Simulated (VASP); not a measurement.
A convergence study with VASP on Be₂C (antifluorite): one setting is varied, all else stays as given below, so the limit is that of these other settings.

```
CELL_PARAMETERS angstrom
      0.00000     2.17000     2.17000
      2.17000     0.00000     2.17000
      2.17000     2.17000     0.00000
ATOMIC_POSITIONS crystal
  Be 0.25000 0.25000 0.25000
  Be 0.75000 0.75000 0.75000
  C  0.00000 0.00000 0.00000
```

The numbers are results of PBE GGA, VASP's PBE PAW potentials (set 64) (plane waves; VASP), not measurements. The tightest run used: 700 eV cut-off, 8×8×8 Γ-centred mesh, Gaussian smearing of 0.010 eV, potentials Be C.

| setting | mean ε∞ | highest Γ mode (cm⁻¹) | plane waves |
|---|---|---|---|
| ENCUT = 300 | 7.09 | 689.5 | 259 |
| ENCUT = 400 | 7.08 | 690.0 | 388 |
| ENCUT = 500 | 7.08 | 690.7 | 534 |

Question: These are the cheaper rows. Estimate the results at ENCUT = 700, and how far the last row shown lies from them.

Answer: 
| quantity | tightest run | last row shown is off by |
|---|---|---|
| mean ε∞ | 7.08 | 0.00 |
| highest Γ mode (cm⁻¹) | 690.7 | 0.0 |

Left out are rungs that failed or repeat a setting and relaxations that didn't move; long series are thinned to 24 rows.

The compound is Be2C in the antifluorite structure. The cell was not relaxed at this level.
